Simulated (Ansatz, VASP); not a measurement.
# Cross-check of AlB2P2N between VASP and Ansatz, part 3 of 3

One calculation is typed for both programs; each brings its own data sets. How far apart do they land? The cell is generated by rule, not measured, and may not be a known phase. The cell is taken from a series of runs on this material, whose earlier steps may have relaxed, scaled, displaced or heated it; both programs get it as it stands.

VASP 6.6.1 and Ansatz 0.2.0.

So far: Set-up; Ansatz: zone-centre phonons, PBEsol; VASP: zone-centre phonons, PBEsol.

## (3) VASP: zone-centre phonons, PBEsol (continued)

Level of this step: PBEsol; plane waves and PAW (Al, B, N, P); invented cell (VASP).

Numbers of over 12 decimals in the logs are rounded to 6 here.

From OUTCAR (step 3):

```text
ion  position               nearest neighbor table
   1  0.346  0.346  0.209-   4 1.87   4 1.87   6 2.33   6 2.33
   2  0.008  0.008  0.209-   4 1.38   5 1.95   5 1.95
   3  0.661  0.661  0.709-   6 1.95   6 1.95   5 2.06   5 2.06
   4  0.912  0.912  0.209-   2 1.38   1 1.87   1 1.87
   5  0.585  0.585  0.209-   2 1.95   2 1.95   3 2.06   3 2.06
   6  0.238  0.238  0.709-   3 1.95   3 1.95   1 2.33   1 2.33

  LATTYP: Found a base centered monoclinic cell.
 ALAT       =    14.4736756914
 B/A-ratio  =     0.2212383347
 C/A-ratio  =     0.2397557175
 COS(beta)  =    -0.0000753273

 Subroutine GETGRP returns: Found  2 space group operations
 (whereof  2 operations were pure point group operations)

The static configuration has the point symmetry C_1h.

 Found    227 irreducible k-points:

   k-points           NKPTS =    227   k-points in BZ     NKDIM =    227   number of bands    NBANDS=     18

   dimension x,y,z NGX =    60 NGY =   60 NGZ =   28
   dimension x,y,z NGXF=   120 NGYF=  120 NGZF=   56

   ENCUT  =  600.0 eV  44.10 Ry    6.64 a.u.  14.80 14.80  6.93*2*pi/ulx,y,z

   NELECT =      24.0000    total number of electrons

 k-points in reciprocal lattice and weights: Automatic mesh
   0.00000000  0.00000000  0.00000000       0.001
   0.10000000  0.00000000  0.00000000       0.005
   0.20000000  0.00000000  0.00000000       0.005
   0.30000000  0.00000000  0.00000000       0.005
   0.40000000  0.00000000  0.00000000       0.005
   0.50000000 -0.00000000  0.00000000       0.003
   0.10000000  0.10000000  0.00000000       0.003
   0.20000000  0.10000000  0.00000000       0.005
   0.30000000  0.10000000 -0.00000000       0.005
[...]
-----------------------------------------------------------------------------------
    total drift:                               -0.000361      0.000000      0.000041

 Eigenvectors and eigenvalues of the dynamical matrix
 ----------------------------------------------------

   1 f  =   41.153845 THz   258.577237 2PiTHz 1372.744520 cm-1   170.198552 meV
             X         Y         Z           dx          dy          dz
      5.006338  0.000000  0.736268     0.010164    0.000000    0.000020
      0.109625  0.000000  0.726805     0.771841    0.000000    0.001359
      9.568733  0.000000  2.479770    -0.030480    0.000000   -0.000071
     13.200032  0.000000  0.751721    -0.633250   -0.000000   -0.001076
      8.460904  0.000000  0.742506    -0.042353   -0.000000   -0.000077
      3.441531  0.000000  2.468281     0.020668    0.000000    0.000048

   2 f  =   24.529032 THz   154.120453 2PiTHz  818.200436 cm-1   101.443879 meV
             X         Y         Z           dx          dy          dz
      5.006338  0.000000  0.736268     0.000000   -0.191380    0.000000
      0.109625  0.000000  0.726805     0.000000   -0.654644   -0.000000
      9.568733  0.000000  2.479770    -0.000000   -0.454213   -0.000000
     13.200032  0.000000  0.751721     0.000000    0.373986   -0.000000
      8.460904  0.000000  0.742506    -0.000000    0.388895   -0.000000
      3.441531  0.000000  2.468281     0.000000    0.193393   -0.000000

   3 f  =   22.391392 THz   140.689268 2PiTHz  746.896455 cm-1    92.603317 meV
             X         Y         Z           dx          dy          dz
      5.006338  0.000000  0.736268     0.000000    0.356180    0.000000
      0.109625  0.000000  0.726805    -0.000000    0.116434    0.000000
      9.568733  0.000000  2.479770    -0.000000   -0.635960   -0.000000
     13.200032  0.000000  0.751721    -0.000000   -0.570649   -0.000000
      8.460904  0.000000  0.742506     0.000000   -0.001674    0.000000
      3.441531  0.000000  2.468281    -0.000000    0.359848   -0.000000

   4 f  =   21.685079 THz   136.251370 2PiTHz  723.336375 cm-1    89.682240 meV
             X         Y         Z           dx          dy          dz
      5.006338  0.000000  0.736268     0.045668    0.000000    0.000106
      0.109625  0.000000  0.726805    -0.083936   -0.000000   -0.000091
      9.568733  0.000000  2.479770    -0.900820    0.000000   -0.001665
     13.200032  0.000000  0.751721    -0.062430   -0.000000   -0.000109
      8.460904  0.000000  0.742506     0.232946    0.000000    0.000365
      3.441531  0.000000  2.468281     0.348178   -0.000000    0.000699

   5 f  =   21.541063 THz   135.346490 2PiTHz  718.532518 cm-1    89.086638 meV
             X         Y         Z           dx          dy          dz
      5.006338  0.000000  0.736268    -0.000000    0.376052   -0.000000
      0.109625  0.000000  0.726805     0.000000   -0.547157   -0.000000
      9.568733  0.000000  2.479770     0.000000    0.396942   -0.000000
     13.200032  0.000000  0.751721     0.000000   -0.482667   -0.000000
      8.460904  0.000000  0.742506    -0.000000    0.319878    0.000000
      3.441531  0.000000  2.468281    -0.000000   -0.257590    0.000000

   6 f  =   19.361844 THz   121.654055 2PiTHz  645.841603 cm-1    80.074117 meV
             X         Y         Z           dx          dy          dz
      5.006338  0.000000  0.736268    -0.458712    0.000000   -0.000890
      0.109625  0.000000  0.726805     0.470036    0.000000    0.000828
      9.568733  0.000000  2.479770    -0.129342   -0.000000   -0.000423
     13.200032  0.000000  0.751721     0.603948   -0.000000    0.001106
      8.460904  0.000000  0.742506    -0.382145   -0.000000   -0.000570
      3.441531  0.000000  2.468281     0.202802    0.000000    0.000449

   7 f  =   17.492349 THz   109.907668 2PiTHz  583.481946 cm-1    72.342509 meV
             X         Y         Z           dx          dy          dz
      5.006338  0.000000  0.736268    -0.000394    0.000000    0.119390
      0.109625  0.000000  0.726805    -0.000755   -0.000000    0.509591
      9.568733  0.000000  2.479770    -0.001179    0.000000    0.652856
     13.200032  0.000000  0.751721     0.000542   -0.000000   -0.231287
      8.460904  0.000000  0.742506     0.000881   -0.000000   -0.462429
      3.441531  0.000000  2.468281     0.000322    0.000000   -0.180289

   8 f  =   13.519588 THz    84.946077 2PiTHz  450.964914 cm-1    55.912498 meV
             X         Y         Z           dx          dy          dz
      5.006338  0.000000  0.736268    -0.747129    0.000000   -0.000656
      0.109625  0.000000  0.726805    -0.139333    0.000000   -0.003228
      9.568733  0.000000  2.479770     0.233267    0.000000    0.002698
     13.200032  0.000000  0.751721    -0.214511    0.000000    0.000633
      8.460904  0.000000  0.742506     0.473431    0.000000    0.001168
      3.441531  0.000000  2.468281     0.312729    0.000000   -0.000677

   9 f  =   13.332733 THz    83.772035 2PiTHz  444.732117 cm-1    55.139730 meV
             X         Y         Z           dx          dy          dz
      5.006338  0.000000  0.736268    -0.002675   -0.000000   -0.217545
      0.109625  0.000000  0.726805    -0.001841    0.000000    0.709969
      9.568733  0.000000  2.479770     0.002014   -0.000000   -0.550789
     13.200032  0.000000  0.751721    -0.000572   -0.000000   -0.195206
      8.460904  0.000000  0.742506     0.002221   -0.000000   -0.077711
      3.441531  0.000000  2.468281     0.000530   -0.000000    0.317939

  10 f  =   12.956426 THz    81.407627 2PiTHz  432.179858 cm-1    53.583449 meV
             X         Y         Z           dx          dy          dz
      5.006338  0.000000  0.736268    -0.001340   -0.000000    0.670422
      0.109625  0.000000  0.726805    -0.000381    0.000000    0.151635
      9.568733  0.000000  2.479770     0.000717    0.000000   -0.335617
     13.200032  0.000000  0.751721     0.000284   -0.000000   -0.242686
      8.460904  0.000000  0.742506    -0.000461    0.000000    0.206056
      3.441531  0.000000  2.468281     0.001362    0.000000   -0.559949

  11 f  =   12.362767 THz    77.677559 2PiTHz  412.377533 cm-1    51.128275 meV
             X         Y         Z           dx          dy          dz
      5.006338  0.000000  0.736268     0.112048    0.000000   -0.000134
      0.109625  0.000000  0.726805    -0.264642    0.000000   -0.000380
      9.568733  0.000000  2.479770     0.172256    0.000000    0.000415
     13.200032  0.000000  0.751721    -0.268055   -0.000000   -0.000586
      8.460904  0.000000  0.742506    -0.570157    0.000000   -0.001168
      3.441531  0.000000  2.468281     0.700572    0.000000    0.001482

  12 f  =    7.431004 THz    46.690377 2PiTHz  247.871620 cm-1    30.732150 meV
             X         Y         Z           dx          dy          dz
      5.006338  0.000000  0.736268     0.000000   -0.233130    0.000000
      0.109625  0.000000  0.726805     0.000000    0.414373   -0.000000
      9.568733  0.000000  2.479770     0.000000   -0.225940    0.000000
     13.200032  0.000000  0.751721     0.000000   -0.122186   -0.000000
      8.460904  0.000000  0.742506     0.000000    0.681691    0.000000
      3.441531  0.000000  2.468281    -0.000000   -0.493218    0.000000

  13 f  =    7.303621 THz    45.890007 2PiTHz  243.622586 cm-1    30.205337 meV
             X         Y         Z           dx          dy          dz
      5.006338  0.000000  0.736268    -0.000320    0.000000    0.112487
      0.109625  0.000000  0.726805     0.000535   -0.000000   -0.276305
      9.568733  0.000000  2.479770    -0.000180    0.000000    0.113851
     13.200032  0.000000  0.751721     0.001480    0.000000   -0.841634
      8.460904  0.000000  0.742506    -0.000117   -0.000000    0.146305
      3.441531  0.000000  2.468281    -0.000755    0.000000    0.410225
    [... 43 further lines ...]
      8.460904  0.000000  0.742506    -0.381781    0.000000    0.320987
      3.441531  0.000000  2.468281    -0.381660    0.000000    0.320822

 ELASTIC MODULI CONTR FROM IONIC RELAXATION (kBar)
 Direction    XX          YY          ZZ          XY          YZ          ZX
 --------------------------------------------------------------------------------
 XX        -998.1113     38.1291    154.3800     -0.0000     -0.0000     -1.0066
 YY          38.1291   -265.3273    143.3340      0.0000      0.0000     -1.2848
 ZZ         154.3800    143.3340   -176.5466     -0.0000     -0.0000      0.3971
 XY          -0.0000      0.0000     -0.0000   -464.9743     -0.8593     -0.0000
 YZ          -0.0000      0.0000     -0.0000     -0.8593     -0.0024     -0.0000
 ZX          -1.0066     -1.2848      0.3971     -0.0000     -0.0000   -696.5640
 --------------------------------------------------------------------------------
```

## (4) Comparison

Known differences besides the potentials themselves: fixed occupations in Ansatz, narrow Gaussian smearing in VASP; the cutoff is 420 eV in Ansatz and 600 eV in VASP; Ansatz makes its cores anew for this functional, VASP keeps those of its PBE data sets. Total energies have different zeros and are not compared.

The two programs side by side:

| quantity | Ansatz | VASP | difference |
| --- | --- | --- | --- |
| optical mode 1 (cm⁻¹) | 140.7 | 140.7 | +0.02 % |
| optical mode 2 (cm⁻¹) | 212.4 | 212.5 | +0.00 % |
| optical mode 3 (cm⁻¹) | 242.8 | 243.6 | -0.35 % |
| optical mode 4 (cm⁻¹) | 248.3 | 247.9 | +0.16 % |
| optical mode 5 (cm⁻¹) | 412.0 | 412.4 | -0.09 % |
| optical mode 6 (cm⁻¹) | 431.8 | 432.2 | -0.09 % |
| optical mode 7 (cm⁻¹) | 445.2 | 444.7 | +0.11 % |
| optical mode 8 (cm⁻¹) | 450.8 | 451.0 | -0.04 % |
| optical mode 9 (cm⁻¹) | 583.6 | 583.5 | +0.02 % |
| optical mode 10 (cm⁻¹) | 645.2 | 645.8 | -0.10 % |
| optical mode 11 (cm⁻¹) | 716.7 | 718.5 | -0.26 % |
| optical mode 12 (cm⁻¹) | 723.2 | 723.3 | -0.01 % |
| optical mode 13 (cm⁻¹) | 745.5 | 746.9 | -0.19 % |
| optical mode 14 (cm⁻¹) | 819.5 | 818.2 | +0.16 % |
| optical mode 15 (cm⁻¹) | 1371.7 | 1372.7 | -0.07 % |

Modes are paired by rising frequency, not by their patterns, so a pair may set unlike modes beside each other; they are those without the splitting of longitudinal modes.

## (5) Results

```yaml
r_m_s_difference_of_the_optical_zone_centre_modes_each_program_s_sorted_by_frequency_zone_centre_phonons_pbesol: 0.82 cm⁻¹
```

In words: The r.m.s. difference of the optical zone-centre modes, each program's sorted by frequency is 0.82 cm⁻¹ (zone-centre phonons, PBEsol). How closely two codes agree says nothing of how well the functional describes the real material.

[Lines on the potential files, build, host, timing and source positions are cut from VASP's logs without a mark.]

[Logs are printed without paths, hosts, clocks, repeated set-up lines and the standing remarks that a program may print on its own settings, such as how far it seeks lower states.]

[Hosts, paths, dates, database ids (printed as entryN), source tags and the programs' standing remarks are cut or masked in the printed files.]
